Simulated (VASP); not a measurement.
Input:

```cif
data_Mg2
_chemical_formula_sum 'Mg2'
_space_group_name_H-M_alt 'P63/mmc'
_space_group_IT_number 194
_space_group_name_Hall '-P 6c 2c'
_cell_length_a 3.21040
_cell_length_b 3.21040
_cell_length_c 5.11355
_cell_angle_alpha 90.000
_cell_angle_beta 90.000
_cell_angle_gamma 120.000
loop_
_atom_site_label
_atom_site_type_symbol
_atom_site_symmetry_multiplicity
_atom_site_Wyckoff_symbol
_atom_site_fract_x
_atom_site_fract_y
_atom_site_fract_z
_atom_site_occupancy
Mg1 Mg 2 c 0.33333 0.66667 0.25000 1
```

Calculation: PBE GGA, VASP's PBE PAW potentials (set 64) (plane waves; VASP 6.6.1). Settings: 480 eV cut-off, 12×12×8 Γ-centred mesh, first-order Methfessel-Paxton smearing of 0.10 eV, potentials Mg.

Each relaxation starts from this cell; other phases were not tried.

**Question.** The cell is relaxed at 5 GPa. What happens?

**Answer.** The volume per atom goes from 22.82 to 20.48 Å³ (-10.3 %), and the cell becomes a = 3.095 Å, b = 3.095 Å, c = 4.936 Å, α = 90.00°, β = 90.00°, γ = 120.00°, space group P6_3/mmc.

Failed runs are left out, and for metals the shear rows, which the mesh's noise covers.

The compound is Mg in the hcp structure.
